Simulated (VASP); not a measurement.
A convergence study with VASP on ZnO (wurtzite): one setting is varied, all else stays as given below, so the limit is that of these other settings.

```xyz
4
Lattice="1.6250 -2.8146 0.0000 1.6250 2.8146 0.0000 0.0000 0.0000 5.2100" Properties=species:S:1:pos:R:3 pbc="T T T"
Zn     1.6250    -0.9382     2.6050
Zn     1.6250     0.9382     0.0000
O      1.6250    -0.9382     4.5952
O      1.6250     0.9382     1.9902
```

Method: LDA (Ceperley-Alder, Perdew-Zunger), VASP's LDA PAW potentials (set 64) (plane waves; VASP). The tightest run used: 700 eV cut-off, 13×13×7 Monkhorst-Pack mesh, Gaussian smearing of 0.050 eV, potentials Zn O.

| setting | E (eV/atom) | pressure (GPa) | irreducible k-points |
|---|---|---|---|
| 1×1×1 mesh | -2.5709 | 25.39 | 1 |
| 2×2×1 mesh | -5.4130 | -8.55 | 2 |
| 3×3×2 mesh | -5.2577 | -6.04 | 3 |

Problem. These are the cheaper rows. Estimate the results at 13×13×7 mesh, and how far the last row shown lies from them.

Solution. 
```csv
quantity,tightest run,last row shown is off by
E (eV/atom),-5.2827,0.0250
pressure (GPa),-6.43,0.39
```

Left out are rungs that failed or repeat a setting and relaxations that didn't move; long series are thinned to 24 rows.

The compound is ZnO in the wurtzite structure. The cell was not relaxed at this level.
